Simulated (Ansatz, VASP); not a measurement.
# NaBe2 in VASP and in Ansatz

```
Na Be
1.0
     0.00000    3.44131    3.44131
     3.44131    0.00000    3.44131
     3.44131    3.44131    0.00000
Na Be
2 4
Direct
  0.50000 0.50000 0.50000
  0.75000 0.75000 0.75000
  0.12500 0.12500 0.12500
  0.62500 0.12500 0.12500
  0.12500 0.12500 0.62500
  0.12500 0.62500 0.12500
```

Alike in both runs: functional PBE; k mesh 10 × 10 × 10; occupations gaussian, width 0.1 eV; no spin polarisation.

Ansatz relaxed the structure, and its values are those at the end. VASP's run is a single point on that final structure, the one shown.

```csv
,VASP,Ansatz
version,VASP 6.6.1,Ansatz 0.2.0
potentials or method,"VASP PAW PBE potentials, release 64 (Na_pv, Be)","scalar-relativistic, plane waves, PAW"
plane-wave cutoff (eV),520,420
valence electrons in the cell,22,26
```

|  | VASP | Ansatz | Ansatz less VASP |
| --- | --- | --- | --- |
| gap on the k mesh at the Fermi level (eV) | none | none | - |
| pressure (GPa) | 0.1 | 0.0 | -0.08 |

A gap of «none» marks a metal or a gap that the smearing closes. The functional is the same, so the differences come from potentials, cutoffs and numerics. The two sets of potentials don't hold the same shells in valence.
